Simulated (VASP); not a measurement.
An input for Ansatz (written as the equivalent of a VASP run, and not itself run):

Ansatz 0.2 input:
```yaml
crystal:
  lattice:
    - [0.0000000, 3.1061600, 3.1061600]
    - [3.1061600, 0.0000000, 3.1061600]
    - [3.1061600, 3.1061600, 0.0000000]
  atoms:
    - { symbol: Sn, position: [0.0000000, 0.0000000, 0.0000000] }
    - { symbol: Te, position: [0.5000000, 0.5000000, 0.5000000] }
kpoints:
  mp_grid: { grid: [8, 8, 8] }
hamiltonian:
  xc: pbe
  pseudopotentials: { kind: paw }
scf:
  occupations: { method: gaussian, width: 0.05 }
  max_iter: 100
output: { forces: true, stress: true, eigenvalues: true }
```

Q: Translate this input to VASP (INCAR, KPOINTS, POSCAR, choice of POTCAR).

A: Several could match; the one computed here: 
POSCAR:
```
SnTe
1
    0.0000000000     3.1061600326     3.1061600326
    3.1061600326     0.0000000000     3.1061600326
    3.1061600326     3.1061600326     0.0000000000
Sn Te
1 1
Direct
  0.0000000000   0.0000000000   0.0000000000
  0.5000000000   0.5000000000   0.5000000000
```

### KPOINTS
```
Automatic
0
G
8 8 8
0 0 0
```

### INCAR
```
! general
SYSTEM  = SnTe
PREC    = Accurate
ENCUT   = 480
LREAL   = F
LASPH   = T

! electronic loop
EDIFF   = 1E-7
NELM    = 100
ALGO    = Normal
LMAXMIX = 4

! smearing
ISMEAR  = 0
SIGMA   = 0.05

! functional
GGA     = PE

! ions
ISIF    = 2

! output
LWAVE   = F
LCHARG  = F
```

POTCAR, in this order: Sn_d Te (PBE.64 set). Program: vasp_std.

What does not carry over: each code has its own PAW files, so the cut-off isn't converted (ENCUT is set for VASP's; basis.ecutwfc is left out, and Ansatz then takes the one that its files recommend); Ansatz stops its SCF on the density residual and VASP on the energy change (EDIFF).

The compound is SnTe in the rock salt structure, which distorts at low temperature. This cell was strained or had an atom moved on purpose.
